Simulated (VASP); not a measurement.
# Au (Gold): accuracy against cost in the precision settings and SCF solver

A convergence test on Au (Gold): the precision settings and SCF solver. The series runs use PBEsol. The precision settings tried: PREC = Low; PREC = Medium; PREC = Normal; PREC = Single; PREC = Accurate; LREAL = Auto; ADDGRID = .TRUE.; LASPH = .TRUE.. The SCF solver tried: ALGO = Normal; ALGO = Fast; ALGO = VeryFast; ALGO = All; ALGO = Damped; AMIX = 0.1, BMIX = 0.01; AMIX = 0.8; IMIX = 1, AMIX = 0.2. The start is a cell from a database of measured crystal structures.

Program: VASP 6.6.1. Level of theory: PBEsol; plane waves and PAW (Au). Results are calculated unless marked as measured.

The database entry behind the starting cell differs from later determinations by our own check (0.1 to 0.3 % short, probably kX units), so it need not match the best structure at ambient conditions.

### Step 1. Set-up

The structure is cubic, space group Fm-3m (No. 225). The conventional cell has a = 4.070 Å, b = 4.070 Å, c = 4.070 Å, α = 90.00°, β = 90.00°, γ = 90.00°. Nearest to Au lie 12 Au at 2.88 Å.

### Step 2. Precision settings: PREC = Low

PREC sets the FFT grids, and LREAL, ADDGRID and LASPH trade speed for accuracy. PBEsol restores the gradient expansion of exchange and is tuned for the cells of solids.

The input, INCAR:

```
SYSTEM = Au
PREC = Low
ENCUT = 400
EDIFF = 1E-06
NELM = 100
ISMEAR = -1
SIGMA = 0.05
LREAL = .FALSE.
ALGO = Normal
GGA = PS
NBANDS = 11
LORBIT = 11
LWAVE = .FALSE.
LCHARG = .FALSE.
KPAR = 2
ISIF = 2
```

The input, POSCAR:

```
Au
1.0
    0.0000000000      2.0350000000      2.0350000000
    2.0350000000      0.0000000000      2.0350000000
    2.0350000000      2.0350000000      0.0000000000
Au
1
Direct
    0.0000000000      0.0000000000      0.0000000000
```

The input, KPOINTS:

```
Automatic mesh
0
Gamma
8 8 8
0 0 0
```

PAW data sets: Au (PBE family, release 64).

Run with:

```sh
$ mpirun -np 2 vasp_std
```

Log:

```text
[banner, memory and clock lines left out]
running    2 mpi-ranks, on    1 nodes
 distrk:  each k-point on    1 cores,    2 groups
 distr:  one band on    1 cores,    1 groups

 POSCAR found type information on POSCAR Au
 POSCAR found :  1 types and       1 ions
|                                                                             |
|               ----> ADVICE to this user running VASP <----                  |
|                                                                             |
|     You enforced a specific xc type in the INCAR file but a different       |
|     [... a line on the potential file left out ...]
|     I HOPE YOU KNOW WHAT YOU ARE DOING!                                     |
|                                                                             |

 LDA part: xc-table for (Slater+PW92), standard interpolation
 POSCAR, INCAR and KPOINTS ok, starting setup
 FFT: planning ... GRIDC
 FFT: planning ... GRID_SOFT
 FFT: planning ... GRID
 WAVECAR not read
 entering main loop
       N       E                     dE             d eps       ncg     rms          rms(c)
DAV:   1     0.372212727733E+02    0.37221E+02   -0.48122E+03   702   0.704E+02
DAV:   2    -0.381960326376E+01   -0.41041E+02   -0.39077E+02   722   0.171E+02
DAV:   3    -0.421723644517E+01   -0.39763E+00   -0.39752E+00   725   0.162E+01
DAV:   4    -0.421842146375E+01   -0.11850E-02   -0.11850E-02   728   0.104E+00
DAV:   5    -0.421842967986E+01   -0.82161E-05   -0.82172E-05   719   0.824E-02    0.101E+01
DAV:   6    -0.391209921908E+01    0.30633E+00   -0.87311E-01   680   0.789E+00    0.620E+00
DAV:   7    -0.388878030752E+01    0.23319E-01   -0.79728E-02   707   0.235E+00    0.290E+00
DAV:   8    -0.388576378307E+01    0.30165E-02   -0.17705E-03   680   0.411E-01    0.281E-01
DAV:   9    -0.388575626118E+01    0.75219E-05   -0.80086E-06   728   0.254E-02    0.972E-03
DAV:  10    -0.388575917542E+01   -0.29142E-05   -0.10838E-06   670   0.870E-03    0.103E-03
DAV:  11    -0.388575923563E+01   -0.60203E-07   -0.37797E-08   364   0.169E-03
   1 F= -.38857592E+01 E0= -.38832865E+01  d E =-.494549E-02
```

The job ended after 1.8 s (2 MPI ranks of Intel Xeon Platinum 8488C (Sapphire Rapids), shared host; peak memory 0.18 GiB).

Lines that name or quote the potential files are left out of all logs, and their timing lines are given in words.

OUTCAR, selected parts (step 2):

```text
ion  position               nearest neighbor table
   1  0.000  0.000  0.000-

  LATTYP: Found a face centered cubic cell.
 ALAT       =     4.0700000000

 Subroutine GETGRP returns: Found 48 space group operations
 (whereof 48 operations were pure point group operations)

The static configuration has the point symmetry O_h .

 Found     29 irreducible k-points:

   k-points           NKPTS =     29   k-points in BZ     NKDIM =     29   number of bands    NBANDS=     11

   dimension x,y,z NGX =    14 NGY =   14 NGZ =   14
   dimension x,y,z NGXF=    14 NGYF=   14 NGZF=   14

   ENCUT  =  400.0 eV  29.40 Ry    5.42 a.u.   4.69  4.69  4.69*2*pi/ulx,y,z

   NELECT =      11.0000    total number of electrons

 k-points in reciprocal lattice and weights: Automatic mesh
   0.00000000  0.00000000  0.00000000       0.002
   0.12500000  0.00000000  0.00000000       0.016
   0.25000000  0.00000000  0.00000000       0.016
   0.37500000  0.00000000  0.00000000       0.016
   0.50000000  0.00000000  0.00000000       0.008
   0.12500000  0.12500000  0.00000000       0.012
   0.25000000  0.12500000  0.00000000       0.047
   0.37500000  0.12500000  0.00000000       0.047
   0.50000000  0.12500000  0.00000000       0.047
[...]
-0.37500000  0.50000000  0.12500000       0.023
  -0.25000000  0.50000000  0.25000000       0.012

 average (electrostatic) potential at core
       1 -63.9185

 E-fermi :   9.4251

 k-point     1 :       0.0000    0.0000    0.0000
  band No.  band energies     occupation
    ...
      2       4.7321      2.00000
      3       4.7321      2.00000
      4       4.7321      2.00000
      5       6.2956      2.00000
      6       6.2956      2.00000
      7      23.9474      0.00000
      8      28.0071      0.00000
      9      28.0071      0.00000
     10      28.0073      0.00000
     11      32.9078      0.00000

 k-point     2 :       0.1250    0.0000    0.0000
  band No.  band energies     occupation
    ...
      2       4.5737      2.00000
      3       4.9002      2.00000
      4       4.9002      2.00000
      5       6.2345      2.00000
      6       6.2346      2.00000
      7      24.4317      0.00000
      8      25.4350      0.00000
      9      28.6405      0.00000
     10      28.6406      0.00000
     11      32.9883      0.00000

 k-point     3 :       0.2500    0.0000    0.0000
  band No.  band energies     occupation
    ...
      2       4.5769      2.00000
      3       5.0192      2.00000
      4       5.0193      2.00000
      5       6.4593      2.00000
      6       6.4594      2.00000
      7      20.6726      0.00000
      8      25.0433      0.00000
      9      29.5138      0.00000
     10      29.5139      0.00000
     11      31.2677      0.00000

  Total        0.2591574      0.2591574      0.2591574      0.0000000      0.0000000     -0.0000000
  in kB       24.6349105     24.6349105     24.6349105      0.0000000      0.0000000     -0.0000000
  external PRESSURE =      24.6349105 kB  Pullay stress =       0.0000000 kB

  energy-cutoff  :      400.00
  volume of cell :       16.85
      direct lattice vectors                 reciprocal lattice vectors
     0.000000000  2.035000000  2.035000000    -0.245700246  0.245700246  0.245700246
     2.035000000  0.000000000  2.035000000     0.245700246 -0.245700246  0.245700246
     2.035000000  2.035000000  0.000000000     0.245700246  0.245700246 -0.245700246

 POSITION                                       TOTAL-FORCE (eV/Angst)
 -----------------------------------------------------------------------------------
      0.00000      0.00000      0.00000        -0.000000      0.000000     -0.000000
 -----------------------------------------------------------------------------------
    total drift:                                0.000000      0.000000      0.000000

  FREE ENERGIE OF THE ION-ELECTRON SYSTEM (eV)
  ---------------------------------------------------
  free  energy   TOTEN  =        -3.8857592356 eV

  energy  without entropy=       -3.8808137442  energy(sigma->0) =       -3.88328649

 total charge
# of ion       s       p       d       tot
------------------------------------------
    1        0.544   0.362   8.753   9.660

[... 3 further parts left out ...]
```

This run has no spin polarisation. Its electron count is odd, so without a moment it is a metal by construction. The k-mesh is coarse for a metal. The PAW data sets were made with PBE, which is usual practice but a small mismatch for other functionals.

This step gave:

- SCF cycles: 11
- electrons: 11
- bands: 11
- irreducible k-points: 29
- symmetry operations: 48
- free energy (TOTEN): -3.886 eV
- energy at zero smearing: -3.883 eV
- Fermi energy: 9.425 eV
- pressure: 2.463 GPa
- metallic: yes

The series starts at -3.8833 eV an atom and 2.46 GPa, after 11 cycles in 1.8 s.

### Step 3. Precision settings: PREC = Medium

Edit INCAR of step 2 so:

```diff
@@ -1,3 +1,3 @@
 SYSTEM = Au
-PREC = Low
+PREC = Medium
 ENCUT = 400
```

POSCAR is that of step 2.

KPOINTS is that of step 2.

Run with:

```sh
$ mpirun -np 2 vasp_std
```

Log:

```text
[banner, memory and clock lines left out]
running    2 mpi-ranks, on    1 nodes
[...]
[... a notice as in an earlier step ...]

 LDA part: xc-table for (Slater+PW92), standard interpolation
 POSCAR, INCAR and KPOINTS ok, starting setup
[...]
entering main loop
       N       E                     dE             d eps       ncg     rms          rms(c)
DAV:   1     0.372219199768E+02    0.37222E+02   -0.48122E+03   702   0.704E+02
DAV:   2    -0.381895288203E+01   -0.41041E+02   -0.39077E+02   722   0.171E+02
DAV:   3    -0.421658378351E+01   -0.39763E+00   -0.39751E+00   725   0.162E+01
DAV:   4    -0.421776882228E+01   -0.11850E-02   -0.11850E-02   728   0.104E+00
[...]
DAV:   9    -0.388505057040E+01    0.76094E-05   -0.80144E-06   728   0.254E-02    0.970E-03
DAV:  10    -0.388505355352E+01   -0.29831E-05   -0.10824E-06   670   0.869E-03    0.805E-04
DAV:  11    -0.388505361831E+01   -0.64789E-07   -0.37634E-08   364   0.168E-03
   1 F= -.38850536E+01 E0= -.38825809E+01  d E =-.494553E-02
```

The job ended after 2.8 s (2 MPI ranks; peak memory 0.18 GiB; 1.5 s of CPU time).

From OUTCAR (step 3):

```text
  Total        0.2603433      0.2603433      0.2603433      0.0000000      0.0000000     -0.0000000
  in kB       24.7476357     24.7476357     24.7476357      0.0000000      0.0000000     -0.0000000
  external PRESSURE =      24.7476357 kB  Pullay stress =       0.0000000 kB

 POSITION                                       TOTAL-FORCE (eV/Angst)
 -----------------------------------------------------------------------------------
      0.00000      0.00000      0.00000        -0.000000     -0.000000      0.000000
 -----------------------------------------------------------------------------------
    total drift:                               -0.000000     -0.000000      0.000000

  FREE ENERGIE OF THE ION-ELECTRON SYSTEM (eV)
  ---------------------------------------------------
  free  energy   TOTEN  =        -3.8850536183 eV

  energy  without entropy=       -3.8801080843  energy(sigma->0) =       -3.88258085

[... 2 parts as in an earlier step ...]

[... 1 further part left out ...]
[key lines of the parts left out:]
E-fermi :   9.4252
```

Against the first of the series the energy moves by +0.71 meV an atom and the pressure by +0.01 GPa, after 11 cycles in 2.8 s.

### Step 4. Precision settings: PREC = Normal

Edit INCAR of step 3 so:

```diff
@@ -1,3 +1,3 @@
 SYSTEM = Au
-PREC = Medium
+PREC = Normal
 ENCUT = 400
```

POSCAR is that of step 3.

KPOINTS is that of step 3.

Run with:

```sh
$ mpirun -np 2 vasp_std
```

Log:

```text
[... set-up lines as in an earlier step ...]
 entering main loop
       N       E                     dE             d eps       ncg     rms          rms(c)
DAV:   1     0.372222345108E+02    0.37222E+02   -0.48122E+03   702   0.704E+02
DAV:   2    -0.381870207632E+01   -0.41041E+02   -0.39078E+02   722   0.171E+02
DAV:   3    -0.421633366343E+01   -0.39763E+00   -0.39751E+00   725   0.162E+01
DAV:   4    -0.421751870001E+01   -0.11850E-02   -0.11850E-02   728   0.104E+00
[...]
DAV:   9    -0.388479691688E+01    0.77044E-05   -0.80115E-06   725   0.254E-02    0.970E-03
DAV:  10    -0.388479991689E+01   -0.30000E-05   -0.10815E-06   670   0.869E-03    0.800E-04
DAV:  11    -0.388479998095E+01   -0.64061E-07   -0.37516E-08   364   0.168E-03
   1 F= -.38848000E+01 E0= -.38823272E+01  d E =-.494553E-02
```

It took 2.8 s on 2 MPI ranks; peak memory 0.2 GiB; 1.2 s of CPU time.

OUTCAR, selected parts (step 4):

```text
  Total        0.2600727      0.2600727      0.2600727      0.0000000     -0.0000000     -0.0000000
  in kB       24.7219133     24.7219133     24.7219133      0.0000000     -0.0000000     -0.0000000
  external PRESSURE =      24.7219133 kB  Pullay stress =       0.0000000 kB

 POSITION                                       TOTAL-FORCE (eV/Angst)
 -----------------------------------------------------------------------------------
      0.00000      0.00000      0.00000         0.000000      0.000000      0.000000
 -----------------------------------------------------------------------------------
    total drift:                               -0.000000     -0.000000     -0.000000

  FREE ENERGIE OF THE ION-ELECTRON SYSTEM (eV)
  ---------------------------------------------------
  free  energy   TOTEN  =        -3.8847999810 eV

  energy  without entropy=       -3.8798544465  energy(sigma->0) =       -3.88232721

[... 2 parts as in an earlier step ...]

[... 1 further part left out ...]
[key lines of the parts left out:]
E-fermi :   9.4252
```

Against the first of the series the energy moves by +0.96 meV an atom and the pressure by +0.01 GPa, after 11 cycles in 2.8 s.

### Step 5. Precision settings: PREC = Single

Edit INCAR of step 4 so:

```diff
@@ -1,3 +1,3 @@
 SYSTEM = Au
-PREC = Normal
+PREC = Single
 ENCUT = 400
```

POSCAR is that of step 4.

KPOINTS is that of step 4.

Run with:

```sh
$ mpirun -np 2 vasp_std
```

Log:

```text
[... set-up lines as in an earlier step ...]
 entering main loop
       N       E                     dE             d eps       ncg     rms          rms(c)
DAV:   1     0.372219871242E+02    0.37222E+02   -0.48123E+03   702   0.704E+02
DAV:   2    -0.381883051029E+01   -0.41041E+02   -0.39077E+02   722   0.171E+02
DAV:   3    -0.421645094314E+01   -0.39762E+00   -0.39750E+00   725   0.162E+01
DAV:   4    -0.421763596841E+01   -0.11850E-02   -0.11850E-02   728   0.104E+00
[...]
DAV:   9    -0.388490031312E+01    0.75235E-05   -0.80145E-06   728   0.254E-02    0.970E-03
DAV:  10    -0.388490327270E+01   -0.29596E-05   -0.10811E-06   670   0.868E-03    0.801E-04
DAV:  11    -0.388490333543E+01   -0.62732E-07   -0.37555E-08   364   0.168E-03
   1 F= -.38849033E+01 E0= -.38824306E+01  d E =-.494552E-02
```

Run time: 2.8 s. Hardware: 2 MPI ranks; peak memory 0.19 GiB.

OUTCAR, selected parts (step 5):

```text
  Total        0.2598139      0.2598139      0.2598139      0.0000000      0.0000000      0.0000000
  in kB       24.6973170     24.6973170     24.6973170      0.0000000      0.0000000      0.0000000
  external PRESSURE =      24.6973170 kB  Pullay stress =       0.0000000 kB

 POSITION                                       TOTAL-FORCE (eV/Angst)
 -----------------------------------------------------------------------------------
      0.00000      0.00000      0.00000        -0.000000     -0.000000     -0.000000
 -----------------------------------------------------------------------------------
    total drift:                                0.000000      0.000000      0.000000

  FREE ENERGIE OF THE ION-ELECTRON SYSTEM (eV)
  ---------------------------------------------------
  free  energy   TOTEN  =        -3.8849033354 eV

  energy  without entropy=       -3.8799578159  energy(sigma->0) =       -3.88243058

[... 2 parts as in an earlier step ...]

[... 1 further part left out ...]
[key lines of the parts left out:]
E-fermi :   9.4252
```

Against the first of the series the energy moves by +0.86 meV an atom and the pressure by +0.01 GPa, after 11 cycles in 2.8 s.

### Step 6. Precision settings: PREC = Accurate

Edit INCAR of step 5 so:

```diff
@@ -1,3 +1,3 @@
 SYSTEM = Au
-PREC = Single
+PREC = Accurate
 ENCUT = 400
```

POSCAR is that of step 5.

KPOINTS is that of step 5.

Run with:

```sh
$ mpirun -np 2 vasp_std
```

Log:

```text
[... set-up lines as in an earlier step ...]
 entering main loop
       N       E                     dE             d eps       ncg     rms          rms(c)
DAV:   1     0.372221368303E+02    0.37222E+02   -0.48123E+03   702   0.704E+02
DAV:   2    -0.381870878997E+01   -0.41041E+02   -0.39077E+02   722   0.171E+02
DAV:   3    -0.421632966964E+01   -0.39762E+00   -0.39750E+00   725   0.162E+01
DAV:   4    -0.421751469276E+01   -0.11850E-02   -0.11850E-02   728   0.104E+00
[...]
DAV:   9    -0.388477904122E+01    0.75856E-05   -0.80114E-06   725   0.254E-02    0.970E-03
DAV:  10    -0.388478200616E+01   -0.29649E-05   -0.10807E-06   670   0.868E-03    0.798E-04
DAV:  11    -0.388478207012E+01   -0.63957E-07   -0.37514E-08   364   0.168E-03
   1 F= -.38847821E+01 E0= -.38823093E+01  d E =-.494552E-02
```

The job ended after 3.6 s (2 MPI ranks; peak memory 0.22 GiB; 2.7 s of CPU time).

Parts of OUTCAR (step 6):

```text
  Total        0.2596509      0.2596509      0.2596509      0.0000000      0.0000000      0.0000000
  in kB       24.6818246     24.6818246     24.6818246      0.0000000      0.0000000      0.0000000
  external PRESSURE =      24.6818246 kB  Pullay stress =       0.0000000 kB

  FREE ENERGIE OF THE ION-ELECTRON SYSTEM (eV)
  ---------------------------------------------------
  free  energy   TOTEN  =        -3.8847820701 eV

  energy  without entropy=       -3.8798365468  energy(sigma->0) =       -3.88230931

[... 3 parts as in an earlier step ...]

[... 1 further part left out ...]
[key lines of the parts left out:]
E-fermi :   9.4252
```

Against the first of the series the energy moves by +0.98 meV an atom while the pressure stays within 0.01 GPa, after 11 cycles in 3.6 s.

### Step 7. Precision settings: LREAL = Auto

Edit INCAR of step 6 so:

```diff
@@ -7,3 +7,3 @@
 SIGMA = 0.05
-LREAL = .FALSE.
+LREAL = Auto
 ALGO = Normal
```

POSCAR is that of step 6.

KPOINTS is that of step 6.

Run with:

```sh
$ mpirun -np 2 vasp_std
```

Log:

```text
[banner, memory and clock lines left out]
running    2 mpi-ranks, on    1 nodes
[...]
|                                                                             |
|               ----> ADVICE to this user running VASP <----                  |
|                                                                             |
|     You have a (more or less) 'small supercell' and for smaller cells       |
|     it is recommended to use the reciprocal-space projection scheme!        |
|     The real-space optimization is not efficient for small cells and it     |
|     is also less accurate ...                                               |
|     Therefore, set LREAL=.FALSE. in the INCAR file.                         |
|                                                                             |

 [... a notice as in an earlier step ...]

 LDA part: xc-table for (Slater+PW92), standard interpolation
 POSCAR, INCAR and KPOINTS ok, starting setup
[...]
entering main loop
       N       E                     dE             d eps       ncg     rms          rms(c)
DAV:   1     0.372208257476E+02    0.37221E+02   -0.48123E+03   702   0.704E+02
DAV:   2    -0.381941528147E+01   -0.41040E+02   -0.39077E+02   722   0.171E+02
DAV:   3    -0.421702815331E+01   -0.39761E+00   -0.39750E+00   725   0.162E+01
DAV:   4    -0.421821317952E+01   -0.11850E-02   -0.11850E-02   728   0.104E+00
[...]
DAV:   9    -0.388546866273E+01    0.75890E-05   -0.80105E-06   725   0.254E-02    0.970E-03
DAV:  10    -0.388547162701E+01   -0.29643E-05   -0.10808E-06   670   0.868E-03    0.795E-04
DAV:  11    -0.388547169156E+01   -0.64549E-07   -0.37521E-08   364   0.168E-03
   1 F= -.38854717E+01 E0= -.38829989E+01  d E =-.494553E-02
```

The job ended after 4.2 s (2 MPI ranks; peak memory 0.24 GiB; 4.5 s of CPU time).

From OUTCAR (step 7):

```text
  Total        0.2508347      0.2508347      0.2508347     -0.0000000      0.0000000     -0.0000000
  in kB       23.8437759     23.8437759     23.8437759     -0.0000000      0.0000000     -0.0000000
  external PRESSURE =      23.8437759 kB  Pullay stress =       0.0000000 kB

 POSITION                                       TOTAL-FORCE (eV/Angst)
 -----------------------------------------------------------------------------------
      0.00000      0.00000      0.00000         0.000000     -0.000000     -0.000000
 -----------------------------------------------------------------------------------
    total drift:                                0.000000     -0.000000      0.000000

  FREE ENERGIE OF THE ION-ELECTRON SYSTEM (eV)
  ---------------------------------------------------
  free  energy   TOTEN  =        -3.8854716916 eV

  energy  without entropy=       -3.8805261641  energy(sigma->0) =       -3.88299893

[... 2 parts as in an earlier step ...]

[... 1 further part left out ...]
[key lines of the parts left out:]
E-fermi :   9.4251
```

Against PREC = Accurate, on which this run builds, the energy moves by -0.69 meV an atom and the pressure by -0.08 GPa, after 11 cycles in 4.2 s.

(Continued in part 2 of 3.)

[Lines on the potential files, build, host, timing and source positions are cut from VASP's logs without a mark.]

[Logs are printed without paths, hosts, clocks, repeated set-up lines and the standing remarks that a program may print on its own settings, such as how far it seeks lower states.]

[Hosts, paths, dates, database ids (printed as entryN), source tags and the programs' standing remarks are cut or masked in the printed files.]

[A measured line is paired with the nearest computed mode of its activity, which favours agreement.]
